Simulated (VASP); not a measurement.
```
CaS
1.0
    0.00000     2.84500     2.84500
    2.84500     0.00000     2.84500
    2.84500     2.84500     0.00000
Ca S
1 1
Cartesian
  0.00000   0.00000   0.00000
  2.84500   2.84500   2.84500
```

These are PBE GGA, VASP's PBE PAW potentials (set 64) (plane waves; VASP) values and carry that method's errors. Numerical set-up: 400 eV cut-off, KSPACING 0.8 per Å, Gaussian smearing of 0.050 eV, potentials Ca_sv S.

Problem. Predict the energy per atom (σ→0), pressure.

Solution. 
The energy per atom (σ→0) comes out as -5.148 eV/atom. The pressure is 1.32 GPa.

Only differences to runs with the same potentials and settings are physical.

The compound is CaS in the rock salt structure. The cell was not relaxed at this level. The run is one of a series of settings (KGAMMA = .TRUE., KSPACING = 0.8, KPOINTS file removed against the base run), some of them coarse on purpose.
